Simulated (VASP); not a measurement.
TiMoSe3:

```
Ti Mo Se
1.0
    -2.74950    3.16630    4.07863
     2.74950   -3.16630    4.07863
     2.74950    3.16630   -4.07863
Ti Mo Se
1 1 3
Direct
  0.50000 0.50000 0.00000
  0.00000 0.50000 0.50000
  0.50000 0.00000 0.50000
  0.83256 0.83256 0.00000
  0.16744 0.16744 0.00000
```

The cell was built by a generator and needn't be a form met in nature.

| Quantity | Value |
| --- | --- |
| Program | VASP 6.6.1 |
| Task | relaxation of cell and atoms |
| Functional | PBE |
| Potentials or basis | VASP PAW PBE potentials, release 64 (Ti_sv, Mo_sv, Se) |
| Cutoff | 520 eV |
| k mesh | 4 × 4 × 4 |
| Occupations | gaussian, width 0.15 eV |
| Spin | no spin polarisation |

At the start: pressure -13.1 GPa; volume 28.41 Å³/atom.

Task: How do energy, volume and symmetry change on relaxing?

Result: Over 20 steps the energy falls by 648.5 meV/atom and the volume is 20.25 Å³/atom (-28.7 %); space group Immm (No. 71, to 0.05 Å).

Step by step:
```
step  energy change (eV)  largest force (eV/Å)  pressure (GPa)  volume (Å³)
   1              0.0000                1.4012          -13.12       142.03
   2             -2.5867                0.9525           13.13        98.55
   3             -2.9619                0.9314            1.56       106.81
   4             -3.1396                0.2872            0.52       108.08
   5             -3.1449                0.1812            0.36       108.32
   6             -3.1584                0.0565           -1.50       109.16
   7             -3.1590                0.0777           -1.47       109.04
   8             -3.1721                0.0022           -1.14       107.80
   9             -3.1974                0.2175           -0.13       104.06
  10             -3.1122                0.9664            3.82        96.54
  11             -3.2002                0.2521            0.21       103.39
  12             -3.2194                0.2395            0.05       102.40
  13             -3.2192                0.2360            0.93        99.29
  14             -3.2349                0.2271            0.24       101.25
  15             -3.2369                0.2360            0.35       100.37
  16             -3.2377                0.2264            0.41       100.67
  17             -3.2377                0.2277            0.34       100.75
  18             -3.2408                0.1268           -0.12       101.30
  19             -3.2412                0.0820           -0.32       101.58
  20             -3.2423                0.0325           -0.09       101.23
```

Final structure:
```xyz
5
Lattice="-2.3308 2.6538 4.0915 2.3308 -2.6538 4.0915 2.3308 2.6538 -4.0915" Properties=species:S:1:pos:R:3 pbc="T T T"
Ti    0.0000    0.0000    4.0915
Mo    2.3308    0.0000    0.0000
Se    0.0000    2.6538    0.0000
Se    2.3308    2.6538    2.5711
Se    0.0000    0.0000    1.5204
```

Caveat: the k mesh is coarse (spacing up to 0.38 Å⁻¹), so the values aren't converged; the volume moved by over 15 % at a fixed basis, so the end points are rough.
